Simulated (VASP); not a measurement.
# B2Ru3Au (P1) in VASP: further runs

Runs on B2Ru3Au. Level: PBE. Tasks: single point, molecular dynamics.

Program: VASP 6.6.1. These are calculated values, not measurements. Logs are shortened: lines on timing, memory, paths and dates and some standing lists are left out, and cuts for length are marked.

## Step 1: The structure

The typed cell holds 6 atoms: a = 5.266 Å, b = 5.438 Å, c = 2.958 Å, α = 90.42°, β = 91.00°, γ = 63.55°.

The cell was built by a generator and needn't be a form met in nature.

## Step 2: Single point, PBE

The input, INCAR:

```
SYSTEM = B2Ru3Au
ALGO     = Normal         ! electronic algorithm
EDIFF    = 1E-7           ! SCF threshold, eV
ENCUT    = 520            ! plane-wave cutoff, eV
GGA      = PE             ! functional
ISIF     = 2              ! what is computed and relaxed
ISMEAR   = 1              ! smearing method
LASPH    = .TRUE.         ! aspherical terms in the spheres
LCHARG   = .FALSE.        ! write CHGCAR
LREAL    = .FALSE.        ! projectors in reciprocal space
LWAVE    = .FALSE.        ! write WAVECAR
NBANDS   = 38             ! bands
NELM     = 80             ! most SCF steps
PREC     = Accurate       ! precision mode
SIGMA    = 0.15           ! smearing width, eV
```

The input, KPOINTS:

```
k-points
0
G
  3 3 5
  0 0 0
```

The input, POSCAR:

```
B2Ru3Au
1.0
    2.7341740000      4.5004680000     -0.0461180000
   -2.9029580000      4.5979160000     -0.0204220000
   -0.0142490000     -0.0213030000      2.9576200000
Ru Au B
3 1 2
Direct
    0.5429383535      0.4776500804      0.4904770731
    0.4757094359      0.0524053453      0.5859958310
    0.0402510685      0.4982028050      0.5193772684
    0.0759476562      0.9442372949      0.1075793266
    0.3341902508      0.3454156666      1.0628901836
    0.6865720492      0.6593155534      0.0079364056
```

Potentials or basis: VASP PAW PBE potentials, release 64 (Ru_pv, Au, B).

Launch:

```
> cat potpaw_PBE.64/Ru_pv/POTCAR potpaw_PBE.64/Au/POTCAR potpaw_PBE.64/B/POTCAR > POTCAR
> mpirun -np 1 vasp_std > vasp.out
```

OUTCAR:

```text
SYSTEM = B2Ru3Au
   EDIFF = 1E-7
   ENCUT = 520
   GGA = PE
   ISIF = 2
   ISMEAR = 1
   LASPH = .TRUE.
   LREAL = .FALSE.
   NELM = 80
   PREC = Accurate

 ion  position               nearest neighbor table
   1  0.543  0.478  0.490-   5 1.99   6 2.08   6 2.12   5 2.32   2 2.51   3 2.60   3 2.67   4 2.86
                             2 3.00   4 3.22   4 3.22
   2  0.476  0.052  0.586-   5 2.01   5 2.10   6 2.29   3 2.49   1 2.51   6 2.57   4 2.79   4 2.90
                             1 3.00   3 3.16   4 3.29   4 3.30
   3  0.040  0.498  0.519-   5 1.95   5 2.11   6 2.22   6 2.23   2 2.49   1 2.60   1 2.67   4 2.80
                             4 3.05   2 3.16   4 3.17   4 3.42
   4  0.076  0.944  0.108-   2 2.79   3 2.80   1 2.86   2 2.90   3 3.05   3 3.17   1 3.22   1 3.22
                             2 3.29   2 3.30   3 3.42
   5  0.334  0.345  0.063-   3 1.95   1 1.99   2 2.01   2 2.10   3 2.11   1 2.32
   6  0.687  0.659  0.008-   1 2.08   1 2.12   3 2.22   3 2.23   2 2.29   2 2.57

  LATTYP: Found a triclinic cell.
 ALAT       =     2.9577310419
 B/A-ratio  =     2.7067439330
 C/A-ratio  =     2.1443745656
 COS(alpha) =     0.0051002965
 COS(beta)  =     0.4581140606
 COS(gamma) =     0.7339546946

  Lattice vectors:

 A1 = (   0.0142490000,   0.0213030000,  -2.9576200000)
 A2 = (   2.9314560000,  -4.5553100000,  -5.8948180000)
 A3 = (  -5.6228830000,   0.1187510000,  -2.9319240000)

Analysis of symmetry for initial positions (statically):
=====================================================================
 Subroutine PRICEL returns:
 Original cell was already a primitive cell.

 Routine SETGRP: Setting up the symmetry group for a
 triclinic supercell.

 Subroutine GETGRP returns: Found  1 space group operations
 (whereof  1 operations were pure point group operations)
 out of a pool of  2 trial point group operations.

The static configuration has the point symmetry C_1 .

Analysis of symmetry for dynamics (positions and initial velocities):
=====================================================================
 Subroutine PRICEL returns:
 Original cell was already a primitive cell.

 Routine SETGRP: Setting up the symmetry group for a
 triclinic supercell.

 Subroutine GETGRP returns: Found  1 space group operations
 (whereof  1 operations were pure point group operations)
 out of a pool of  2 trial point group operations.

The dynamic configuration has the point symmetry C_1 .

 Subroutine INISYM returns: Found  1 space group operations
 (whereof  1 operations are pure point group operations),
 and found     1 'primitive' translations

----------------------------------------------------------------------------------------

                                     Primitive cell

  volume of cell :      75.8163

  direct lattice vectors                    reciprocal lattice vectors
     2.734174000  4.500468000 -0.046118000     0.179360546  0.113249228  0.001679816
    -2.902958000  4.597916000 -0.020422000    -0.175551846  0.106652401 -0.000077570
    -0.014249000 -0.021303000  2.957620000     0.001584595  0.002502310  0.338135354

  length of vectors
     5.266122535  5.437684595  2.957731042     0.212128299  0.205409813  0.338148326

  position of ions in fractional coordinates (direct lattice)
     0.542938353  0.477650080  0.490477073
     0.475709436  0.052405345  0.585995831
     0.040251068  0.498202805  0.519377268
     0.075947656  0.944237295  0.107579327
     0.334190251  0.345415667  0.062890184
     0.686572049  0.659315553  0.007936406

  ion indices of the primitive-cell ions
   primitive index   ion index
                 1           1
                 2           2
                 3           3
                 4           4
                 5           5
                 6           6

----------------------------------------------------------------------------------------

 KPOINTS: k-points

Automatic generation of k-mesh.
 Grid dimensions read from file:
 generate k-points for:    3    3    5

 Generating k-lattice:

  Cartesian coordinates                     Fractional coordinates (reciprocal lattice)
     0.059786849  0.037749743  0.000559939     0.333333333 -0.000000000 -0.000000000
    -0.058517282  0.035550800 -0.000025857     0.000000000  0.333333333 -0.000000000
     0.000316919  0.000500462  0.067627071     0.000000000  0.000000000  0.200000000

  Length of vectors
     0.070709433  0.068469938  0.067629665

  Shift w.r.t. Gamma in fractional coordinates (k-lattice)
     0.000000000  0.000000000  0.000000000

 Subroutine IBZKPT returns following result:
 ===========================================

 Found     23 irreducible k-points:

 Following reciprocal coordinates:
            Coordinates               Weight
  0.000000  0.000000  0.000000      1.000000
  0.333333  0.000000  0.000000      2.000000
 -0.000000  0.333333  0.000000      2.000000
  0.333333  0.333333  0.000000      2.000000
 -0.333333  0.333333  0.000000      2.000000
  0.000000  0.000000  0.200000      2.000000
[... 15 lines left out ...]
  0.333333 -0.333333  0.400000      2.000000
 -0.333333 -0.333333  0.400000      2.000000
   k-points           NKPTS =     23   k-points in BZ     NKDIM =     23   number of bands    NBANDS=     38
   number of dos      NEDOS =    301   number of ions     NIONS =      6
   total plane-waves  NPLWV =  38400
   dimension x,y,z NGX =    40 NGY =   40 NGZ =   24
   dimension x,y,z NGXF=    80 NGYF=   80 NGZF=   48
   ions per type =               3   1   2
   NGX,Y,Z   is equivalent  to a cutoff of  12.63, 12.23, 13.49 a.u.
   NGXF,Y,Z  is equivalent  to a cutoff of  25.26, 24.46, 26.98 a.u.
 SYSTEM =  B2Ru3Au
   PREC   = accura    normal or accurate (medium, high low for compatibility)
   ISTART =      0    job   : 0-new  1-cont  2-samecut
   ICHARG =      2    charge: 1-file 2-atom 10-const
   ISPIN  =      1    spin polarized calculation?
   LNONCOLLINEAR =      F non collinear calculations
   LSORBIT =      F    spin-orbit coupling
   LASPH  =      T    aspherical Exc in radial PAW
   ENCUT  =  520.0 eV  38.22 Ry    6.18 a.u.   9.79 10.11  5.50*2*pi/ulx,y,z
   NELM   =     80;   NELMIN=  2; NELMDL= -5     # of ELM steps
   EDIFF  = 0.1E-06   stopping-criterion for ELM
   LREAL  =      F    real-space projection
   EDIFFG = 0.1E-05   stopping-criterion for IOM
   NSW    =      0    number of steps for IOM
   IBRION =     -1    ionic relax: 0-MD 1-quasi-New 2-CG
   NFREE  =      0    steps in history (QN), initial steepest desc. (CG)
   ISIF   =      2    stress and relaxation
   ISYM   =      2    0-nonsym 1-usesym 2-fastsym
   POTIM  = 0.5000    time-step for ionic-motion
   TEBEG  =    0.0;   TEEND  =   0.0 temperature during run
   PSTRESS=    0.0 pullay stress
   NELECT =      59.0000    total number of electrons
   NUPDOWN=      -1.0000    fix difference up-down
   EMIN   =  10.00;   EMAX   =-10.00  energy-range for DOS
   EFERMI =   0.00;   METHOD = LEGACY
   ISMEAR =     1;   SIGMA  =   0.15  broadening in eV -4-tet -1-fermi 0-gaus
   EFERMI_NEDOS =   21; number of points for ismear=-14 and -15
   IALGO  =     38    algorithm
   IMIX   =      4    mixing-type and parameters
     AMIX     =   0.40;   BMIX     =  1.00
     AMIX_MAG =   1.60;   BMIX_MAG =  1.00
  volume/ion in A,a.u.               =      12.64        85.27
  Fermi-wavevector in a.u.,A,eV,Ry     =   1.505814  2.845576 30.850877  2.267476
  Thomas-Fermi vector in A             =   2.616613
   LORBIT       =      0    0 simple, 1 ext, 2 COOP (PROOUT), +10 PAW based schemes
   GGA     = PE    functional components
   LHFCALC =     F    Hartree Fock is set to
   AEXX    =    0.0000 exact exchange contribution
   IVDW    =     0    specifies the selected vdW correction
   LEPSILON=     F    determine dielectric tensor
   LRPA    =     F    only Hartree local field effects (RPA)
 non-spin polarized calculation
 Methfessel and Paxton  Order N= 1 SIGMA  =   0.15
  energy-cutoff  :      520.00
  volume of cell :       75.82
 maximum number of plane-waves:      2059
   NGX = 19   NGY = 21   NGZ = 11

 number of electron      59.0000002 magnetization

 Free energy of the ion-electron system (eV)
  ---------------------------------------------------
  ext. energy  EPLUGINS =         0.00000000
  ---------------------------------------------------
  free energy    TOTEN  =       -41.62649217 eV

  energy without entropy =      -41.62602002  energy(sigma->0) =      -41.62633478

 E-fermi :   9.8571     XC(G=0): -12.9528

 val. band max:        9.8558664955   @ k =  -0.0000   0.3333   0.4000
 cond. band min:       9.8575362171   @ k =  -0.3333  -0.0000   0.2000
 fundamental gap:      0.0016697216
 Fermi energy:         9.8570879694

 k-point     1 :       0.0000    0.0000    0.0000
  band No.  band energies     occupation
      1     -33.6662      2.00000
      2     -33.0846      2.00000
      3     -32.9975      2.00000
      4     -32.6989      2.00000
      5     -32.6359      2.00000
      6     -32.5946      2.00000
[... 30 lines left out ...]
     37      14.5777      0.00000
     38      15.6100      0.00000

 k-point     2 :       0.3333    0.0000    0.0000
  band No.  band energies     occupation
      1     -33.5485      2.00000
      2     -33.1653      2.00000
      3     -32.9127      2.00000
      4     -32.7052      2.00000
      5     -32.6775      2.00000
      6     -32.6031      2.00000
[... 30 lines left out ...]
     37      14.9828      0.00000
     38      16.5904      0.00000

 k-point     3 :      -0.0000    0.3333    0.0000
  band No.  band energies     occupation
      1     -33.6207      2.00000
      2     -33.0724      2.00000
      3     -32.9883      2.00000
      4     -32.6939      2.00000
      5     -32.6607      2.00000
      6     -32.6294      2.00000
[... 30 lines left out ...]
     37      14.5020      0.00000
[... 740 lines left out ...]
 k-point    22 :       0.3333   -0.3333    0.4000
  band No.  band energies     occupation
      1     -33.4798      2.00000
      2     -33.1607      2.00000
      3     -32.9339      2.00000
      4     -32.8535      2.00000
      5     -32.8344      2.00000
      6     -32.7614      2.00000
[... 30 lines left out ...]
     37      15.8324      0.00000
     38      17.0620      0.00000

 k-point    23 :      -0.3333   -0.3333    0.4000
  band No.  band energies     occupation
      1     -33.5093      2.00000
      2     -33.1440      2.00000
      3     -32.9383      2.00000
      4     -32.8587      2.00000
      5     -32.8390      2.00000
      6     -32.7598      2.00000
[... 30 lines left out ...]
     37      15.9743      0.00000
     38      16.7861      0.00000

------------------------ aborting loop because EDIFF is reached ----------------------------------------

  FORCE on cell =-STRESS in cart. coord.  units (eV):
  Direction    XX          YY          ZZ          XY          YZ          ZX
  --------------------------------------------------------------------------------------
  -------------------------------------------------------------------------------------
  Total        6.9513089      8.9037269      2.9720269      2.2200128      0.7518053     -1.0852184
  in kB      146.8975573    188.1567560     62.8059402     46.9141073     15.8874199    -22.9332249
  external PRESSURE =     132.6200845 kB  Pullay stress =       0.0000000 kB

 VOLUME and BASIS-vectors are now :
 -----------------------------------------------------------------------------
  energy-cutoff  :      520.00
  volume of cell :       75.82
      direct lattice vectors                 reciprocal lattice vectors
     2.734174000  4.500468000 -0.046118000     0.179360546  0.113249228  0.001679816
    -2.902958000  4.597916000 -0.020422000    -0.175551846  0.106652401 -0.000077570
    -0.014249000 -0.021303000  2.957620000     0.001584595  0.002502310  0.338135354

 POSITION                                       TOTAL-FORCE (eV/Angst)
 -----------------------------------------------------------------------------------
      0.09090      4.62922      1.41585         0.802228      3.266845      0.614609
      1.14019      2.36939      1.71014         4.617594     -2.149795      0.226659
     -1.34361      2.46078      1.52409        -4.551749     -1.944975      0.807789
     -2.53496      4.68103      0.29539        -0.905015     -0.177741     -0.070518
     -0.08989      3.09087      0.16354         0.523658      0.049305     -1.918108
     -0.03687      6.12120     -0.02166        -0.486716      0.956361      0.339571
 -----------------------------------------------------------------------------------
    total drift:                                0.000171     -0.000054     -0.000284

  FREE ENERGIE OF THE ION-ELECTRON SYSTEM (eV)
  ---------------------------------------------------
  free  energy   TOTEN  =       -41.6264921666 eV

  energy  without entropy=      -41.6260200203  energy(sigma->0) =      -41.62633478
```

Wall time 44 s (1 thread of Intel Xeon Platinum 8559C (Emerald Rapids), shared host); peak memory 0.21 GiB.

What came out:

| Item | Value |
| --- | --- |
| Free energy | -41.6265 eV |
| Pressure | 13.3 GPa |
| Largest force | 5.099 eV/Å |
| Band gap on the k mesh | none (metal or under the smearing width) |

Forces in eV/Å, atoms in the order of the input:
```
Ru   0.802  3.267  0.615
Ru   4.618 -2.150  0.227
Ru  -4.552 -1.945  0.808
Au  -0.905 -0.178 -0.071
B    0.524  0.049 -1.918
B   -0.487  0.956  0.340
```

Stress tensor (GPa, compression positive):
```
14.69  4.69 -2.29
 4.69 18.82  1.59
-2.29  1.59  6.28
```

Levels at points of the mesh, in eV from the Fermi level:
```
           k point  band 26  band 27  band 28  band 29  band 30  band 31  band 32  band 33
(0.00, 0.00, 0.00)    -1.22    -0.98    -0.38     0.04     0.18     0.28     0.47     1.48
```

Caveat: the k mesh is coarse (spacing up to 0.44 Å⁻¹), so the values aren't converged; forces of over 1 eV/Å show positions far from the minimum, so gaps and moduli don't describe the material at rest. The run has no spin-orbit coupling, so splittings on Au are missing.

(Continued in part 2 of 2.)
